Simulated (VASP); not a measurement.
Shape and ions are relaxed at each volume.

Energy against volume of NiSb (NiAs type). These are TPSS meta-GGA, VASP's PBE PAW potentials (set 64) (plane waves; VASP) values and carry that method's errors.

| V (Å³/atom) | E (eV/atom) |
|---|---|
| 16.083 | -12.95684 |
| 16.597 | -12.97609 |
| 17.110 | -12.98129 |
| 17.623 | -12.97483 |
| 18.137 | -12.95869 |

**Question.** Fit a third-order Birch-Murnaghan equation of state.

**Answer.** 
```yaml
volume_per_atom: 17.07 Å³/atom
bulk_modulus: 123 GPa
pressure_derivative_of_the_bulk_modulus: 5.18
```

The compound is NiSb in the NiAs type structure. It was relaxed first. The run is not spin-polarised, so no magnetic state was tried.
